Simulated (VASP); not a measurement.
An input for Ansatz (written as the equivalent of a VASP run, and not itself run):

Ansatz 0.2 input:
```yaml
crystal:
  lattice:
    - [0.0000000, 2.2246000, 2.2246000]
    - [2.2246000, 0.0000000, 2.2246000]
    - [2.2246000, 2.2246000, 0.0000000]
  atoms:
    - { symbol: B, position: [0.0000000, 0.0000000, 0.0000000] }
    - { symbol: P, position: [0.2500000, 0.2500000, 0.2500000] }
kpoints:
  mp_grid: { grid: [10, 10, 10] }
hamiltonian:
  xc: lda
  pseudopotentials: { kind: paw }
scf:
  occupations: { method: fermi_dirac, width: 0.01 }
  max_iter: 100
output: { forces: true, stress: true, eigenvalues: true }
```

Q: Translate this input to VASP (INCAR, KPOINTS, POSCAR, choice of POTCAR).

A: One answer among several that fit: 
POSCAR:
```
BP
2.22460
  0.0000000000   1.0000000000   1.0000000000
  1.0000000000   0.0000000000   1.0000000000
  1.0000000000   1.0000000000   0.0000000000
B P
1 1
direct
  0.0000000000   0.0000000000   0.0000000000
  0.2500000000   0.2500000000   0.2500000000
```

### INCAR
```
SYSTEM = BP
EDIFF = 1E-6   ! SCF stop (eV)
LCHARG = .FALSE.
SIGMA = 0.01   ! width (eV)
ENCUT = 400
LREAL = .FALSE.   ! projection in real space or not
ISMEAR = -1   ! Fermi-Dirac
LWAVE = .FALSE.
ALGO = Normal   ! blocked Davidson
PREC = Accurate
ISIF = 2   ! forces and stress, cell fixed
NELM = 100   ! most electronic steps
LASPH = .TRUE.   ! aspherical one-centre terms
```

**KPOINTS**
```
Automatic mesh
0
Gamma
10 10 10
0 0 0
```

POTCAR, in this order: B P (LDA.64 set). Program: vasp_std.

The two are equivalent in intent, not identical: each code has its own PAW files, so the cut-off isn't converted (ENCUT is set for VASP's; basis.ecutwfc is left out, and Ansatz then takes the one that its files recommend); Ansatz stops its SCF on the density residual and VASP on the energy change (EDIFF); Ansatz's lda is the Perdew-Wang form, while the LDA potentials of VASP carry Perdew-Zunger's.

The structure is a typed BP crystal. The cell was not relaxed at this level, and its volume differs by -5.9 % from the start's.
